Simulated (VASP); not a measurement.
# LiLu3: equation of state with PBE

Crystal: LiLu3.

```
CELL_PARAMETERS angstrom
6.83932 0.00000 0.00000
-3.41966 5.92303 0.00000
0.00000 0.00000 5.41376
ATOMIC_POSITIONS crystal
Lu 0.33573 0.16787 0.75000
Lu 0.83213 0.16787 0.75000
Lu 0.83213 0.66427 0.75000
Lu 0.66427 0.83213 0.25000
Lu 0.16787 0.83213 0.25000
Lu 0.16787 0.33573 0.25000
Li 0.66667 0.33333 0.25000
Li 0.33333 0.66667 0.75000
```

The cell comes from a database or a generator and needn't be the stable form of this composition.

```
Program             : VASP 6.6.1
Task                : equation of state
Functional          : PBE
Potentials or basis : VASP PAW PBE potentials, release 64 (Lu, Li_sv)
Cutoff              : 520 eV
k mesh              : 5 × 5 × 5
Occupations         : fermi-dirac, width 0.05 eV
Spin                : no spin polarisation
```

```json
{
 "Equilibrium volume": "27.23 Å³/atom",
 "Bulk modulus at fixed shape and positions": "37 GPa",
 "Pressure derivative of the bulk modulus": "3.4"
}
```

Energy against volume, from the lowest point:
```csv
volume (Å³/atom),energy (meV/atom)
25.769,9.50
26.317,3.51
26.865,0.42
27.414,0.00
27.962,2.04
28.510,6.32
29.058,12.63
```

All runs of the series together: 49 min on 1 thread of Intel(R) Xeon(R) Platinum 8375C CPU @ 2.90GHz (Ice Lake), on a shared host.

Caveat: the cutoff is under 1.25 times the usual one of these potentials, so pressure, stress and relaxed cells hold a basis-set (Pulay) error; the cell was scaled at fixed shape and fractional positions, which overstates the stiffness of a crystal with free parameters, most of all of layers and chains. Spin-orbit coupling is left out, which matters for the levels of Lu.
